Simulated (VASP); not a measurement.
Level of theory: PBEsol GGA, VASP's PBE PAW potentials (set 64) (plane waves; VASP).

A VASP calculation is set up with these files.

POSCAR:
```
CuZn
1.0
  2.9127678091   0.0000000000   0.0000000000
  0.0000000000   2.9127678091   0.0000000000
  0.0000000000   0.0000000000   2.9127678091
Zn Cu
1 1
Cart
  1.4563839045   1.4563839045   1.4563839045
  0.0000000000   0.0000000000   0.0000000000
```

KPOINTS:
```
Automatic mesh
0
Gamma
12 12 12
0 0 0
```

**INCAR**
```
ALGO = Normal
EDIFF = 1E-6
EDIFFG = -0.02
ENCUT = 500
GGA = PS
IBRION = 2
ISIF = 3
ISMEAR = 1
LASPH = .True.
LCHARG = .False.
LMAXMIX = 4
LREAL = .False.
LWAVE = .False.
NELM = 100
NSW = 40
PREC = Accurate
SIGMA = 0.1
SYSTEM = CuZn
```

POTCAR, in this order: Zn Cu (PBE.64 set). Program: vasp_std.

What VASP printed:

OUTCAR:
```
 ion  position               nearest neighbor table
   1  0.500  0.500  0.500-   2 2.52   2 2.52   2 2.52   2 2.52   2 2.52   2 2.52   2 2.52   2 2.52
  LATTYP: Found a simple cubic cell.
 ALAT       =     2.9127678091
 Subroutine PRICEL returns:
 Original cell was already a primitive cell.
 Subroutine GETGRP returns: Found 48 space group operations
The static configuration has the point symmetry O_h .
The dynamic configuration has the point symmetry O_h .
 Subroutine INISYM returns: Found 48 space group operations
 Subroutine IBZKPT returns following result:
 Found     84 irreducible k-points:

 Following reciprocal coordinates:
            Coordinates               Weight
  0.000000  0.000000  0.000000      1.000000
  0.083333  0.000000  0.000000      6.000000
  0.166667  0.000000  0.000000      6.000000
  0.250000  0.000000  0.000000      6.000000
  0.333333  0.000000  0.000000      6.000000
  0.416667  0.000000  0.000000      6.000000
  0.500000  0.000000  0.000000      3.000000
  0.083333  0.083333  0.000000     12.000000
  0.166667  0.083333  0.000000     24.000000
  0.250000  0.083333  0.000000     24.000000
  0.333333  0.083333  0.000000     24.000000
  0.416667  0.083333  0.000000     24.000000
  0.500000  0.083333  0.000000     12.000000
  0.166667  0.166667  0.000000     12.000000
  0.250000  0.166667  0.000000     24.000000
  0.333333  0.166667  0.000000     24.000000
  0.416667  0.166667  0.000000     24.000000
  0.500000  0.166667  0.000000     12.000000
  0.250000  0.250000  0.000000     12.000000
  0.333333  0.250000  0.000000     24.000000
  0.416667  0.250000  0.000000     24.000000
  0.500000  0.250000  0.000000     12.000000
  0.333333  0.333333  0.000000     12.000000
  0.416667  0.333333  0.000000     24.000000
  0.500000  0.333333  0.000000     12.000000
  0.416667  0.416667  0.000000     12.000000
  0.500000  0.416667  0.000000     12.000000
  0.500000  0.500000  0.000000      3.000000
  0.083333  0.083333  0.083333      8.000000
  0.166667  0.083333  0.083333     24.000000
  0.250000  0.083333  0.083333     24.000000
  0.333333  0.083333  0.083333     24.000000
  0.416667  0.083333  0.083333     24.000000
  0.500000  0.083333  0.083333     12.000000
  0.166667  0.166667  0.083333     24.000000
  0.250000  0.166667  0.083333     48.000000
  0.333333  0.166667  0.083333     48.000000
  0.416667  0.166667  0.083333     48.000000
  0.500000  0.166667  0.083333     24.000000
  0.250000  0.250000  0.083333     24.000000
   k-points           NKPTS =     84   k-points in BZ     NKDIM =     84   number of bands    NBANDS=     15
   number of dos      NEDOS =    301   number of ions     NIONS =      2
   total plane-waves  NPLWV =  13824
   dimension x,y,z NGX =    24 NGY =   24 NGZ =   24
   dimension x,y,z NGXF=    48 NGYF=   48 NGZF=   48
   ions per type =               1   1
   PREC   = accura    normal or accurate (medium, high low for compatibility)
   ISTART =      0    job   : 0-new  1-cont  2-samecut
   ICHARG =      2    charge: 1-file 2-atom 10-const
   ISPIN  =      1    spin polarized calculation?
   LNONCOLLINEAR =      F non collinear calculations
   LSORBIT =      F    spin-orbit coupling
   INIWAV =      1    electr: 0-lowe 1-rand  2-diag
   ENCUT  =  500.0 eV  36.75 Ry    6.06 a.u.   5.31  5.31  5.31*2*pi/ulx,y,z
   NELM   =    100;   NELMIN=  2; NELMDL= -5     # of ELM steps
   EDIFF  = 0.1E-05   stopping-criterion for ELM
   LREAL  =      F    real-space projection
   NLSPLINE    = F    spline interpolate recip. space projectors
   LMAXMIX     =    4 max onsite mixed and CHGCAR
   VOSKOWN=      0    Vosko Wilk Nusair interpolation
...
```

OSZICAR:
```
       N       E                     dE             d eps       ncg     rms          rms(c)
DAV:   1     0.106466772493E+03    0.10647E+03   -0.11371E+04  2640   0.249E+03
DAV:   2    -0.447322857093E+01   -0.11094E+03   -0.10804E+03  2520   0.325E+02
DAV:   3    -0.741846029746E+01   -0.29452E+01   -0.29379E+01  3081   0.707E+01
DAV:   4    -0.743775302729E+01   -0.19293E-01   -0.19287E-01  2954   0.508E+00
DAV:   5    -0.743801874597E+01   -0.26572E-03   -0.26572E-03  3389   0.635E-01    0.106E+01
DAV:   6    -0.720541318303E+01    0.23261E+00   -0.20796E+01  2766   0.122E+02    0.655E+00
DAV:   7    -0.609558303875E+01    0.11098E+01   -0.45698E+00  2712   0.128E+02    0.238E+00
DAV:   8    -0.610144847089E+01   -0.58654E-02   -0.26946E-01  3386   0.743E+00    0.139E+00
DAV:   9    -0.609011006637E+01    0.11338E-01   -0.22241E-02  3131   0.388E+00    0.716E-02
DAV:  10    -0.609008585934E+01    0.24207E-04   -0.55375E-04  3229   0.354E-01    0.232E-02
DAV:  11    -0.609009033402E+01   -0.44747E-05   -0.78876E-06  3034   0.336E-02    0.116E-02
DAV:  12    -0.609008988756E+01    0.44645E-06   -0.57211E-07  1939   0.214E-02
   1 F= -.60900899E+01 E0= -.60900939E+01  d E =-.609009E+01
```

OUTCAR:
```
------------------------ aborting loop because EDIFF is reached ----------------------------------------
  FORCE on cell =-STRESS in cart. coord.  units (eV):
  Direction    XX          YY          ZZ          XY          YZ          ZX
  --------------------------------------------------------------------------------------
  Total        0.0236479      0.0236479      0.0236479      0.0000000      0.0000000     -0.0000000
  in kB        1.5331519      1.5331519      1.5331519      0.0000000      0.0000000     -0.0000000
  external PRESSURE =       1.5331519 kB  Pullay stress =       0.0000000 kB
  volume of cell :       24.71
      direct lattice vectors                 reciprocal lattice vectors
     2.912767809  0.000000000  0.000000000     0.343316071  0.000000000  0.000000000
     0.000000000  2.912767809  0.000000000     0.000000000  0.343316071  0.000000000
     0.000000000  0.000000000  2.912767809     0.000000000  0.000000000  0.343316071
 POSITION                                       TOTAL-FORCE (eV/Angst)
 -----------------------------------------------------------------------------------
      1.45638      1.45638      1.45638         0.000000      0.000000      0.000000
      0.00000      0.00000      0.00000         0.000000      0.000000      0.000000
 -----------------------------------------------------------------------------------
    total drift:                                0.000000      0.000000     -0.000000
  FREE ENERGIE OF THE ION-ELECTRON SYSTEM (eV)
  ---------------------------------------------------
  free  energy   TOTEN  =        -6.0900898876 eV

  energy  without entropy=       -6.0901019179  energy(sigma->0) =       -6.09009390

 reached required accuracy - stopping structural energy minimisation
```
(Selected blocks of OUTCAR.)

The compound is CuZn in the CsCl type structure. It was relaxed first. The electron count is odd and the run is not spin-polarised, which forces a metal.
